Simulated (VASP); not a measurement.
# LiBiS3 (Pm-3m) in VASP: further runs

The runs below take LiBiS3 through relaxation of cell and atoms, with LDA.

All numbers are computed with VASP 6.6.1; they aren't measurements. Logs are shortened: lines on timing, memory, paths and dates and some standing lists are left out, and cuts for length are marked.

## (1) Starting point

Symmetry: Pm-3m, No. 221, cubic system. The conventional cell has a = 4.561 Å, b = 4.561 Å, c = 4.561 Å, α = 90.00°, β = 90.00°, γ = 90.00°. Li (site symmetry m-3m) has 6 S at 2.28 Å as nearest neighbours. Bi (site symmetry m-3m) is surrounded by 12 S at 3.23 Å. S (site symmetry 4/mmm) has 2 Li at 2.28 Å as nearest neighbours.

The cell was built by a generator and needn't be a form met in nature.

## (2) Relaxation of cell and atoms, LDA, target pressure 10 GPa, at which the enthalpy is minimised

INCAR

```
PREC     = Accurate       # precision mode
ENCUT    = 600            # plane-wave cutoff, eV
EDIFF    = 1E-7           # SCF threshold, eV
ISMEAR   = -1             # smearing method
SIGMA    = 0.05           # smearing width, eV
LREAL    = False          # projectors in reciprocal space
LASPH    = True           # aspherical terms in the spheres
NELM     = 60             # most SCF steps
ALGO     = Normal         # electronic algorithm
ISIF     = 3              # what is computed and relaxed
LWAVE    = False          # write WAVECAR
LCHARG   = False          # write CHGCAR
IBRION   = 2              # ionic algorithm
NSW      = 60             # ionic steps
EDIFFG   = -0.01          # ionic threshold
PSTRESS  = 100
```

KPOINTS

```
Automatic mesh
0
Gamma
  5 5 5
```

POSCAR

```
LiBiS3
1.0
    4.5614400000      0.0000000000      0.0000000000
    0.0000000000      4.5614400000      0.0000000000
    0.0000000000      0.0000000000      4.5614400000
Li Bi S
1 1 3
Direct
    0.5000000000      0.5000000000      0.5000000000
    0.0000000000      0.0000000000      0.0000000000
    0.5000000000      0.5000000000      0.0000000000
    0.0000000000      0.5000000000      0.5000000000
    0.5000000000      0.0000000000      0.5000000000
```

Potentials or basis: VASP PAW LDA potentials, release 64 (Li_sv, Bi_d, S).

Run with:

```sh
$ cat potpaw_LDA.64/Li_sv/POTCAR potpaw_LDA.64/Bi_d/POTCAR potpaw_LDA.64/S/POTCAR > POTCAR
$ mpirun -np 1 vasp_std > vasp.out
```

OUTCAR:

```text
PREC = Accurate
   ENCUT = 600
   EDIFF = 1E-7
   ISMEAR = -1
   LREAL = False
   LASPH = True
   NELM = 60
   ISIF = 3
   IBRION = 2
   NSW = 60
   EDIFFG = -0.01
   PSTRESS = 100

 ion  position               nearest neighbor table
   1  0.500  0.500  0.500-   3 2.28   4 2.28   5 2.28   3 2.28   5 2.28   4 2.28
   2  0.000  0.000  0.000-   3 3.23   4 3.23   5 3.23   4 3.23   5 3.23   3 3.23   4 3.23   4 3.23
                             3 3.23   5 3.23   5 3.23   3 3.23
   3  0.500  0.500  0.000-   1 2.28   1 2.28   2 3.23   2 3.23   2 3.23   2 3.23
   4  0.000  0.500  0.500-   1 2.28   1 2.28   2 3.23   2 3.23   2 3.23   2 3.23
   5  0.500  0.000  0.500-   1 2.28   1 2.28   2 3.23   2 3.23   2 3.23   2 3.23

  LATTYP: Found a simple cubic cell.
 ALAT       =     4.5614400000

  Lattice vectors:

 A1 = (   4.5614400000,   0.0000000000,   0.0000000000)
 A2 = (   0.0000000000,   4.5614400000,   0.0000000000)
 A3 = (   0.0000000000,   0.0000000000,   4.5614400000)

Analysis of symmetry for initial positions (statically):
=====================================================================
 Subroutine PRICEL returns:
 Original cell was already a primitive cell.

 Routine SETGRP: Setting up the symmetry group for a
 simple cubic supercell.

 Subroutine GETGRP returns: Found 48 space group operations
 (whereof 48 operations were pure point group operations)
 out of a pool of 48 trial point group operations.

The static configuration has the point symmetry O_h .

Analysis of symmetry for dynamics (positions and initial velocities):
=====================================================================
 Subroutine PRICEL returns:
 Original cell was already a primitive cell.

 Routine SETGRP: Setting up the symmetry group for a
 simple cubic supercell.

 Subroutine GETGRP returns: Found 48 space group operations
 (whereof 48 operations were pure point group operations)
 out of a pool of 48 trial point group operations.

The dynamic configuration has the point symmetry O_h .

 Subroutine INISYM returns: Found 48 space group operations
 (whereof 48 operations are pure point group operations),
 and found     1 'primitive' translations

----------------------------------------------------------------------------------------

                                     Primitive cell

  volume of cell :      94.9087

  direct lattice vectors                    reciprocal lattice vectors
     4.561440000  0.000000000  0.000000000     0.219229015  0.000000000  0.000000000
     0.000000000  4.561440000  0.000000000     0.000000000  0.219229015  0.000000000
     0.000000000  0.000000000  4.561440000     0.000000000  0.000000000  0.219229015

  length of vectors
[... 66 lines left out ...]
   ICHARG =      2    charge: 1-file 2-atom 10-const
   ISPIN  =      1    spin polarized calculation?
   LNONCOLLINEAR =      F non collinear calculations
   LSORBIT =      F    spin-orbit coupling
   LASPH  =      T    aspherical Exc in radial PAW
   ENCUT  =  600.0 eV  44.10 Ry    6.64 a.u.   9.11  9.11  9.11*2*pi/ulx,y,z
   NELM   =     60;   NELMIN=  2; NELMDL= -5     # of ELM steps
   EDIFF  = 0.1E-06   stopping-criterion for ELM
   LREAL  =      F    real-space projection
   EDIFFG = -.1E-01   stopping-criterion for IOM
   NSW    =     60    number of steps for IOM
   IBRION =      2    ionic relax: 0-MD 1-quasi-New 2-CG
   NFREE  =      1    steps in history (QN), initial steepest desc. (CG)
   ISIF   =      3    stress and relaxation
   ISYM   =      2    0-nonsym 1-usesym 2-fastsym
   POTIM  = 0.5000    time-step for ionic-motion
   TEBEG  =    0.0;   TEEND  =   0.0 temperature during run
   PSTRESS=  100.0 pullay stress
   NELECT =      36.0000    total number of electrons
   NUPDOWN=      -1.0000    fix difference up-down
   EMIN   =  10.00;   EMAX   =-10.00  energy-range for DOS
   EFERMI =   0.00;   METHOD = LEGACY
   ISMEAR =    -1;   SIGMA  =   0.05  broadening in eV -4-tet -1-fermi 0-gaus
   EFERMI_NEDOS =   21; number of points for ismear=-14 and -15
   IALGO  =     38    algorithm
   IMIX   =      4    mixing-type and parameters
     AMIX     =   0.40;   BMIX     =  1.00
     AMIX_MAG =   1.60;   BMIX_MAG =  1.00
  volume/ion in A,a.u.               =      18.98       128.10
  Fermi-wavevector in a.u.,A,eV,Ry     =   1.185060  2.239439 19.107578  1.404367
  Thomas-Fermi vector in A             =   2.321262
   LORBIT       =      0    0 simple, 1 ext, 2 COOP (PROOUT), +10 PAW based schemes
   GGA     = CA    functional components
   LHFCALC =     F    Hartree Fock is set to
   AEXX    =    0.0000 exact exchange contribution
   IVDW    =     0    specifies the selected vdW correction
   LEPSILON=     F    determine dielectric tensor
   LRPA    =     F    only Hartree local field effects (RPA)
 conjugate gradient relaxation of ions
 non-spin polarized calculation
  energy-cutoff  :      600.00
  volume of cell :       94.91
 maximum number of plane-waves:      3177
   NGX = 19   NGY = 19   NGZ = 19

--------------------------------------- Ionic step        1  -------------------------------------------

 number of electron      36.0000014 magnetization

 Free energy of the ion-electron system (eV)
  ---------------------------------------------------
  ext. energy  EPLUGINS =         0.00000000
  ---------------------------------------------------
  free energy    TOTEN  =       -20.48773506 eV

  energy without entropy =      -20.46061341  energy(sigma->0) =      -20.47417424

------------------------ aborting loop because EDIFF is reached ----------------------------------------

  FORCE on cell =-STRESS in cart. coord.  units (eV):
  Direction    XX          YY          ZZ          XY          YZ          ZX
  --------------------------------------------------------------------------------------
  -------------------------------------------------------------------------------------
  Total       -3.0710269     -3.0710269     -3.0710269      0.0000000      0.0000000     -0.0000000
  in kB      -51.8427823    -51.8427823    -51.8427823      0.0000000      0.0000000     -0.0000000
  external PRESSURE =    -151.8427823 kB  Pullay stress =     100.0000000 kB
[... 69 lines left out ...]
--------------------------------------- Ionic step        3  -------------------------------------------

 number of electron      35.9999989 magnetization

 Free energy of the ion-electron system (eV)
  ---------------------------------------------------
  ext. energy  EPLUGINS =         0.00000000
  ---------------------------------------------------
  free energy    TOTEN  =       -20.37203561 eV

  energy without entropy =      -20.34856643  energy(sigma->0) =      -20.36030102

 E-fermi :   7.8787     XC(G=0): -11.3479

 val. band max:        7.8573503400   @ k =   0.4000   0.4000   0.4000
 cond. band min:       7.9715385646   @ k =   0.4000   0.4000   0.0000
 fundamental gap:      0.1141882246
 Fermi energy:         7.8786752523

 k-point     1 :       0.0000    0.0000    0.0000
  band No.  band energies     occupation
      1     -35.3123      2.00000
      2     -15.3266      2.00000
      3     -15.3266      2.00000
      4     -15.3057      2.00000
      5     -15.3057      2.00000
      6     -15.3057      2.00000
[... 275 lines left out ...]
  energy  without entropy=      -20.3485664254  energy(sigma->0) =      -20.36030102

  enthalpy is  TOTEN    =       -15.4708076453 eV   P V=        4.9012279666

 reached required accuracy - stopping structural energy minimisation
```

OSZICAR:

```text
N       E                     dE             d eps       ncg     rms          rms(c)
DAV:   1     0.328647727508E+03    0.32865E+03   -0.18573E+04   440   0.185E+03
DAV:   2     0.158346416271E+02   -0.31281E+03   -0.30711E+03   466   0.439E+02
DAV:   3    -0.201996868678E+02   -0.36034E+02   -0.35435E+02   698   0.137E+02
[... 31 lines left out ...]
DAV:   6    -0.203720427061E+02   -0.15206E-04   -0.71495E-04   600   0.190E-01    0.594E-02
DAV:   7    -0.203720385142E+02    0.41919E-05   -0.63804E-05   632   0.630E-02    0.215E-02
DAV:   8    -0.203720357501E+02    0.27642E-05   -0.95821E-06   684   0.298E-02    0.532E-03
DAV:   9    -0.203720356328E+02    0.11721E-06   -0.18992E-06   562   0.135E-02    0.126E-03
DAV:  10    -0.203720356119E+02    0.20917E-07   -0.99682E-08   248   0.236E-03
   3 F= -.15470808E+02 E0= -.15459073E+02  d E =-.906803E+00
```

It took 23 s on 1 thread of Intel Xeon 6975P-C (Granite Rapids), shared host; peak memory 0.19 GiB.

What came out:

```
Free energy                                            : -20.3720 eV
Relaxed volume                                         : 15.71 Å³/atom
Relaxed cell                                           : a = 4.282 Å, b = 4.282 Å, c = 4.282 Å, α = 90.00°, β = 90.00°, γ = 90.00°
Space group after relaxing (to 0.05 Å)                 : Pm-3m (No. 221)
Energy change on relaxing (the enthalpy is what falls) : +23.1 meV/atom
Ionic steps                                            : 3
Pressure after relaxing                                : 10.0 GPa
Band gap on the k mesh                                 : none (metal or under the smearing width)
```

The path:
| step | energy change (eV) | largest force (eV/Å) | pressure (GPa) | volume (Å³) |
| --- | --- | --- | --- | --- |
| 1 | 0.0000 | 0.0000 | -5.18 | 94.91 |
| 2 | 0.7086 | 0.0000 | 21.21 | 72.28 |
| 3 | 0.1157 | 0.0000 | 9.95 | 78.53 |

Final structure:
```
CELL_PARAMETERS angstrom
4.28225 0.00000 0.00000
0.00000 4.28225 0.00000
0.00000 0.00000 4.28225
ATOMIC_POSITIONS crystal
Li 0.50000 0.50000 0.50000
Bi 0.00000 0.00000 0.00000
S 0.50000 0.50000 0.00000
S 0.00000 0.50000 0.50000
S 0.50000 0.00000 0.50000
```

Levels at points of the mesh, in eV from the Fermi level:
```tsv
k point	band 17	band 18	band 19	band 20	band 21	band 22
(0.00, 0.00, 0.00)	-0.57	-0.57	-0.57	4.74	4.74	4.74
```

Caveat: the cutoff is under 1.25 times the usual one of these potentials, so pressure, stress and relaxed cells hold a basis-set (Pulay) error; the cell is relaxed towards a set pressure, so the enthalpy falls and the energy may rise; the volume moved by over 15 % at a fixed basis, so the end points are rough; spin-orbit coupling is left out, which moves the levels of the heavy elements.

## (3) Relaxation of cell and atoms, LDA, target pressure 20 GPa, at which the enthalpy is minimised

INCAR: that of step 2 with these lines changed.

```diff
@@ -15,2 +15,2 @@
 EDIFFG   = -0.01          # ionic threshold
-PSTRESS  = 100
+PSTRESS  = 200
```

KPOINTS is that of step 2.

POSCAR is that of step 2.

Potentials or basis: VASP PAW LDA potentials, release 64 (Li_sv, Bi_d, S).

Run with:

```sh
$ cat potpaw_LDA.64/Li_sv/POTCAR potpaw_LDA.64/Bi_d/POTCAR potpaw_LDA.64/S/POTCAR > POTCAR
$ mpirun -np 1 vasp_std > vasp.out
```

Run time: 52 s. Hardware: 1 thread of Intel Xeon 6975P-C (Granite Rapids), shared host; peak memory 0.19 GiB.

The run converged. Its results:

```
Free energy                                            : -19.8514 eV
Relaxed volume                                         : 14.57 Å³/atom
Relaxed cell                                           : a = 4.176 Å, b = 4.176 Å, c = 4.176 Å, α = 90.00°, β = 90.00°, γ = 90.00°
Space group after relaxing (to 0.05 Å)                 : Pm-3m (No. 221)
Energy change on relaxing (the enthalpy is what falls) : +127.3 meV/atom
Ionic steps                                            : 7
Pressure after relaxing                                : 20.0 GPa
Band gap on the k mesh                                 : none (metal or under the smearing width)
```

The path:
| step | energy change (eV) | largest force (eV/Å) | pressure (GPa) | volume (Å³) |
| --- | --- | --- | --- | --- |
| 1 | 0.0000 | 0.0000 | -5.18 | 94.91 |
| 2 | 3.8789 | 0.0000 | 64.51 | 59.54 |
| 3 | 0.5681 | 0.0000 | 18.83 | 73.41 |
| 4 | 0.6240 | 0.0000 | 19.79 | 72.94 |
| 5 | 0.6745 | 0.0000 | 20.64 | 72.54 |
| 6 | 0.6040 | 0.0000 | 19.44 | 73.11 |
| 7 | 0.6363 | 0.0000 | 20.00 | 72.84 |

Final structure:
```yaml
crystal:
  lattice:
    - [4.17635, 0.00000, 0.00000]
    - [0.00000, 4.17635, 0.00000]
    - [0.00000, 0.00000, 4.17635]
  atoms:
    - { symbol: Li, position: [0.50000, 0.50000, 0.50000] }
    - { symbol: Bi, position: [0.00000, 0.00000, 0.00000] }
    - { symbol: S, position: [0.50000, 0.50000, 0.00000] }
    - { symbol: S, position: [0.00000, 0.50000, 0.50000] }
    - { symbol: S, position: [0.50000, 0.00000, 0.50000] }
```

Levels at points of the mesh, in eV from the Fermi level:
```tsv
k point	band 17	band 18	band 19	band 20	band 21	band 22
(0.00, 0.00, 0.00)	-0.61	-0.61	-0.61	4.99	4.99	5.26
```

Caveat: the cutoff is under 1.25 times the usual one of these potentials, so pressure, stress and relaxed cells hold a basis-set (Pulay) error; the cell is relaxed towards a set pressure, so the enthalpy falls and the energy may rise; the volume moved by over 15 % at a fixed basis, so the end points are rough; spin-orbit coupling is left out, which moves the levels of the heavy elements.

(Continued in part 2 of 2.)
